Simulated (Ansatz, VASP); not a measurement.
# Cross-check of Ru (Ru(101) slab (three-index Miller notation)) between VASP and Ansatz

One calculation is typed for both programs; each brings its own data sets. How far apart do they land? The cell is taken from a series of runs on this material, whose earlier steps may have relaxed, scaled, displaced or heated it; both programs get it as it stands.

Calculated with Ansatz 0.2.0; plane waves, with VASP 6.6.1 beside it; single point at r2SCAN.

## (1) Starting point

The cell holds 28 atoms: 28 Ru. Cell: a = 5.068 Å, b = 5.430 Å, c = 27.708 Å, α = 90.0°, β = 90.0°, γ = 74.5°. It derives from Ru. Slab of Ru cut on (1 0 1), 12.7 A thick, 1 x 2 surface cells, both faces free; (so at first; earlier steps may have moved the atoms). Lattice constants are starting values near those of PBE. Vacuum lies along c.

## (2) VASP: single point, r2SCAN

A single point gives forces, pressure and levels at one fixed geometry, so differences don't come from the geometry; what else differs is listed under the comparison.

Lines of VASP's logs that name or quote its potential files are left out, and so is its time.

The input, INCAR:

```
SYSTEM = Ru
PREC = Accurate
ENCUT = 440
EDIFF = 1E-06
NELM = 120
ISMEAR = -1
SIGMA = 0.1
LREAL = .FALSE.
ALGO = Normal
METAGGA = R2SCAN
LASPH = .TRUE.
NBANDS = 227
LORBIT = 11
LWAVE = .FALSE.
LCHARG = .FALSE.
ISIF = 2
GGA_COMPAT = .FALSE.
LMIXTAU = .TRUE.
```

The input, POSCAR:

```
Ru
1.0
    5.0684900000      0.0000000000      0.0000000000
    1.4543200000      5.2316200000      0.0000000000
    0.0000000000      0.0000000000     27.7080700000
Ru
28
Direct
    0.9226100000      0.0187100000      0.2732500000
    0.4665900000      0.3829500000      0.2835700000
    0.1537800000      0.2112000000      0.3439300000
    0.6934600000      0.0762600000      0.3558100000
    0.3886000000      0.4025700000      0.4193700000
    0.9273400000      0.2680700000      0.4316000000
    0.6206800000      0.0947500000      0.4935600000
    0.1589800000      0.4603300000      0.5064400000
    0.8523200000      0.2870100000      0.5684000000
    0.3910600000      0.1525100000      0.5806300000
    0.0862000000      0.4788200000      0.6441900000
    0.6258800000      0.3438800000      0.6560700000
    0.3130700000      0.1721300000      0.7164300000
    0.8570500000      0.0363700000      0.7267500000
    0.9226100000      0.5187100000      0.2732500000
    0.4665900000      0.8829500000      0.2835700000
    0.1537800000      0.7112000000      0.3439300000
    0.6934600000      0.5762600000      0.3558100000
    0.3886000000      0.9025700000      0.4193700000
    0.9273400000      0.7680700000      0.4316000000
    0.6206800000      0.5947500000      0.4935600000
    0.1589800000      0.9603300000      0.5064400000
    0.8523200000      0.7870100000      0.5684000000
    0.3910600000      0.6525100000      0.5806300000
    0.0862000000      0.9788200000      0.6441900000
    0.6258800000      0.8438800000      0.6560700000
    0.3130700000      0.6721300000      0.7164300000
    0.8570500000      0.5363700000      0.7267500000
```

The input, KPOINTS:

```
Automatic mesh
0
Gamma
7 7 1
0 0 0
```

The projector-augmented-wave data sets are Ru_pv (PBE family, release 64).

On the command line:

```sh
export OMP_NUM_THREADS=3
mpirun -np 1 vasp_std
```

Numbers of over 12 decimals in the logs are rounded to 6 here.

The log of the run:

```text
[banner, memory and clock lines left out]
running    1 mpi-ranks, on    1 nodes
 distrk:  each k-point on    1 cores,    1 groups
 distr:  one band on    1 cores,    1 groups
 Offloading initialized ...    1 GPUs detected
 POSCAR found type information on POSCAR Ru
 POSCAR found :  1 types and      28 ions
|                                                                             |
|               ----> ADVICE to this user running VASP <----                  |
|                                                                             |
|     You have a (more or less) 'large supercell' and for larger cells it     |
|     might be more efficient to use real-space projection operators.         |
|     Therefore, try LREAL= Auto in the INCAR file.                           |
|     Mind: For very accurate calculation, you might also keep the            |
|     reciprocal projection scheme (i.e. LREAL=.FALSE.).                      |
|                                                                             |

|                                                                             |
|               ----> ADVICE to this user running VASP <----                  |
|                                                                             |
|     You enforced a specific xc type in the INCAR file but a different       |
|     [... a line on the potential file left out ...]
|     I HOPE YOU KNOW WHAT YOU ARE DOING!                                     |
|                                                                             |

 LDA part: xc-table for (None), standard interpolation
 POSCAR, INCAR and KPOINTS ok, starting setup
 FFT: planning ... GRIDC
 FFT: planning ... GRID_SOFT
 FFT: planning ... GRID
 WAVECAR not read
 entering main loop
       N       E                     dE             d eps       ncg     rms          rms(c)
DAV:   1     0.392746814755E+04    0.39275E+04   -0.23414E+05 13950   0.156E+03
DAV:   2    -0.642960025577E+03   -0.45704E+04   -0.44380E+04 11860   0.515E+02
DAV:   3    -0.838898791834E+03   -0.19594E+03   -0.18640E+03 16420   0.950E+01
DAV:   4    -0.850771257574E+03   -0.11872E+02   -0.11520E+02 14732   0.167E+01
DAV:   5    -0.851312805832E+03   -0.54155E+00   -0.53500E+00 15828   0.321E+00    0.796E+01
DAV:   6    -0.709805463449E+03    0.14151E+03   -0.20850E+02 13244   0.473E+01    0.268E+01
DAV:   7    -0.100154302595E+04   -0.29174E+03   -0.99396E+02 16926   0.112E+02    0.143E+02
DAV:   8    -0.734236065481E+03    0.26731E+03   -0.28825E+02 15740   0.344E+01    0.583E+01
DAV:   9    -0.701044354619E+03    0.33192E+02   -0.11939E+02 15299   0.291E+01    0.173E+01
DAV:  10    -0.702181735886E+03   -0.11374E+01   -0.38872E+01 15100   0.147E+01    0.774E+00
DAV:  11    -0.701912004780E+03    0.26973E+00   -0.45920E+00 14996   0.703E+00    0.477E+00
DAV:  12    -0.701946817163E+03   -0.34812E-01   -0.78784E-01 15700   0.301E+00    0.453E+00
DAV:  13    -0.701911667280E+03    0.35150E-01   -0.23122E-01 15188   0.231E+00    0.372E+00
DAV:  14    -0.701934113448E+03   -0.22446E-01   -0.23858E-01 15260   0.214E+00    0.332E+00
[...]
DAV:  27    -0.701896323043E+03   -0.10759E-03   -0.70745E-05 13052   0.205E-02    0.363E-02
DAV:  28    -0.701896381827E+03   -0.58784E-04   -0.10888E-05 12092   0.105E-02    0.261E-02
DAV:  29    -0.701896500306E+03   -0.11848E-03   -0.22560E-05 11324   0.177E-02    0.637E-03
DAV:  30    -0.701896561776E+03   -0.61470E-04   -0.89548E-06 10876   0.666E-03    0.966E-03
DAV:  31    -0.701896581486E+03   -0.19710E-04   -0.19082E-06  8220   0.344E-03    0.871E-03
DAV:  32    -0.701896604485E+03   -0.22999E-04   -0.51752E-06  9292   0.681E-03    0.110E-02
DAV:  33    -0.701896608555E+03   -0.40708E-05   -0.23250E-06  8652   0.392E-03    0.802E-03
DAV:  34    -0.701896608817E+03   -0.26147E-06   -0.20433E-06  8732   0.575E-03
   1 F= -.70189661E+03 E0= -.70143902E+03  d E =-.915169E+00
```

From OUTCAR (step 2):

```text
ion  position               nearest neighbor table
   1  0.923  0.019  0.273-   4 2.55  16 2.62   2 2.62  17 2.64   3 2.64  16 2.67  15 2.71  15 2.71

  LATTYP: Found a simple monoclinic cell.
 ALAT       =     5.0684900000
 B/A-ratio  =     5.4667307226
 C/A-ratio  =     1.0713248901
 COS(beta)  =    -0.2678305959

 Subroutine GETGRP returns: Found  2 space group operations
 (whereof  1 operations were pure point group operations)

The static configuration has the point symmetry C_1 .
 The point group associated with its full space group is S_2 .

 Found     25 irreducible k-points:

   k-points           NKPTS =     25   k-points in BZ     NKDIM =     25   number of bands    NBANDS=    227

   dimension x,y,z NGX =    36 NGY =   40 NGZ =  192
   dimension x,y,z NGXF=    72 NGYF=   80 NGZF=  384

   ENCUT  =  440.0 eV  32.34 Ry    5.69 a.u.   8.67  9.29 47.39*2*pi/ulx,y,z

   NELECT =     392.0000    total number of electrons

 k-points in reciprocal lattice and weights: Automatic mesh
   0.00000000  0.00000000  0.00000000       0.020
   0.14285714  0.00000000  0.00000000       0.041
   0.28571429  0.00000000  0.00000000       0.041
   0.42857143  0.00000000  0.00000000       0.041
   0.00000000  0.14285714  0.00000000       0.041
   0.14285714  0.14285714  0.00000000       0.041
   0.28571429  0.14285714  0.00000000       0.041
   0.42857143  0.14285714  0.00000000       0.041
  -0.42857143  0.14285714  0.00000000       0.041
[...]
-0.28571429  0.42857143  0.00000000       0.041
  -0.14285714  0.42857143  0.00000000       0.041

 average (electrostatic) potential at core
       1 -80.4678       2 -80.4912       3 -80.9196       4 -81.0006       5 -80.8145
       6 -80.8323       7 -80.8586       8 -80.8586       9 -80.8323      10 -80.8145
      11 -81.0006      12 -80.9196      13 -80.4912      14 -80.4679      15 -80.4678
      16 -80.4912      17 -80.9196      18 -81.0006      19 -80.8145      20 -80.8323
      21 -80.8586      22 -80.8586      23 -80.8323      24 -80.8145      25 -81.0006
      26 -80.9196      27 -80.4912      28 -80.4679

 E-fermi :   4.2455

 k-point     1 :       0.0000    0.0000    0.0000
  band No.  band energies     occupation
    ...
    190       3.8535      1.96110
    191       3.9711      1.87915
    192       4.0538      1.74351
    193       4.0746      1.69327
    194       4.2302      1.07647
    195       4.3605      0.48087
    196       4.3951      0.36614
    197       4.4518      0.22551
    198       4.4977      0.14865
    199       4.7072      0.01957
    ...

 k-point     2 :       0.1429    0.0000    0.0000
  band No.  band energies     occupation
    ...
    191       4.1634      1.38899
    192       4.2067      1.19150
    193       4.2658      0.89887
    194       4.2750      0.85358
    195       4.2917      0.77300
    196       4.4121      0.31783
    197       4.4260      0.28240
    198       4.6785      0.02600
    199       4.6852      0.02433
    200       4.7487      0.01297
    ...

 k-point     3 :       0.2857    0.0000    0.0000
  band No.  band energies     occupation
    ...
    188       3.9943      1.84997
    189       4.0480      1.75625
    190       4.1011      1.61806
    191       4.1284      1.52672
    192       4.3131      0.67442
    193       4.3809      0.41052
    194       4.4395      0.25125
    195       4.4832      0.16981
    196       4.5767      0.07030
    197       4.5896      0.06207
    ...

  Total      -17.3716971    -19.3193620    -11.4012993     -0.4180148     -0.0857864     -0.1510707
  in kB      -37.8819015    -42.1291116    -24.8624469     -0.9115514     -0.1870717     -0.3294350
  external PRESSURE =     -34.9578200 kB  Pullay stress =       0.0000000 kB

  energy-cutoff  :      440.00
  volume of cell :      734.72
      direct lattice vectors                 reciprocal lattice vectors
     5.068490000  0.000000000  0.000000000     0.197297420 -0.054846029  0.000000000
     1.454320000  5.231620000  0.000000000     0.000000000  0.191145381  0.000000000
     0.000000000  0.000000000 27.708070000     0.000000000  0.000000000  0.036090569

 POSITION                                       TOTAL-FORCE (eV/Angst)
 -----------------------------------------------------------------------------------
      4.70345      0.09788      7.57123        -0.078978      0.021710      0.281774
      2.92184      2.00345      7.85718         0.107755     -0.024768      0.199799
      1.08658      1.10492      9.52964        -0.037638      0.009567     -0.021310
      3.62570      0.39896      9.85881         0.009137     -0.001528     -0.093709
      2.55508      2.10609     11.61993         0.017868     -0.003466      0.054242
      5.09007      1.40244     11.95880        -0.016493      0.004231      0.011508
      3.28371      0.49570     13.67560         0.015116     -0.001354      0.012658
      1.47526      2.40827     14.03247        -0.015116      0.001354     -0.012658
      4.73738      1.50153     15.74927         0.016493     -0.004231     -0.011508
      2.20388      0.79787     16.08814        -0.017868      0.003466     -0.054242
      1.13326      2.50500     17.84926        -0.009137      0.001528      0.093709
      3.67238      1.79905     18.17843         0.037638     -0.009567      0.021310
      1.83712      0.90052     19.85089        -0.107755      0.024768     -0.199799
      4.39684      0.19027     20.13684         0.078978     -0.021710     -0.281774
      5.43061      2.71369      7.57123        -0.078978      0.021710      0.281774
      3.64900      4.61926      7.85718         0.107755     -0.024768      0.199799
      1.81374      3.72073      9.52964        -0.037638      0.009567     -0.021310
      4.35286      3.01477      9.85881         0.009137     -0.001528     -0.093709
      3.28224      4.72190     11.61993         0.017868     -0.003466      0.054242
      5.81723      4.01825     11.95880        -0.016493      0.004231      0.011508
      4.01087      3.11151     13.67560         0.015116     -0.001354      0.012658
      2.20242      5.02408     14.03247        -0.015116      0.001354     -0.012658
      5.46454      4.11734     15.74927         0.016493     -0.004231     -0.011508
      2.93104      3.41368     16.08814        -0.017868      0.003466     -0.054242
      1.86042      5.12081     17.84926        -0.009137      0.001528      0.093709
      4.39954      4.41486     18.17843         0.037638     -0.009567      0.021310
      2.56428      3.51633     19.85089        -0.107755      0.024768     -0.199799
      5.12400      2.80608     20.13684         0.078978     -0.021710     -0.281774
 -----------------------------------------------------------------------------------
    total drift:                                0.000174      0.000092     -0.001020

  FREE ENERGIE OF THE ION-ELECTRON SYSTEM (eV)
  ---------------------------------------------------
  free  energy   TOTEN  =      -701.8966088168 eV

  energy  without entropy=     -700.9814399281  energy(sigma->0) =     -701.43902437

 total charge
# of ion       s       p       d       tot
------------------------------------------
    1        0.392   6.204   5.978  12.574
    2        0.391   6.228   5.969  12.589
    3        0.409   6.313   5.949  12.671
    4        0.408   6.319   5.939  12.666
    5        0.403   6.307   5.941  12.651
    6        0.403   6.306   5.941  12.650
    7        0.405   6.313   5.936  12.655
    8        0.405   6.313   5.936  12.655
    9        0.403   6.306   5.941  12.650
   10        0.403   6.307   5.941  12.651
   11        0.408   6.319   5.939  12.666
   12        0.409   6.313   5.949  12.671
   13        0.391   6.228   5.969  12.589
   14        0.392   6.204   5.978  12.574
   15        0.392   6.204   5.978  12.574
   16        0.391   6.228   5.969  12.589
   17        0.409   6.313   5.949  12.671
   18        0.408   6.319   5.939  12.666
   19        0.403   6.307   5.941  12.651
   20        0.403   6.306   5.941  12.650
   21        0.405   6.313   5.936  12.655
   22        0.405   6.313   5.936  12.655
   23        0.403   6.306   5.941  12.650
   24        0.403   6.307   5.941  12.651
   25        0.408   6.319   5.939  12.666
   26        0.409   6.313   5.949  12.671
   27        0.391   6.228   5.969  12.589
   28        0.392   6.204   5.978  12.574
--------------------------------------------------
tot         11.246 175.962 166.613 353.821

[... 3 further parts left out ...]
```

[end of part 1 of 2]

[Lines on the potential files, build, host, timing and source positions are cut from VASP's logs without a mark.]

[Logs are printed without paths, hosts, clocks, repeated set-up lines and the standing remarks that a program may print on its own settings, such as how far it seeks lower states.]

[Hosts, paths, dates, database ids (printed as entryN), source tags and the programs' standing remarks are cut or masked in the printed files.]
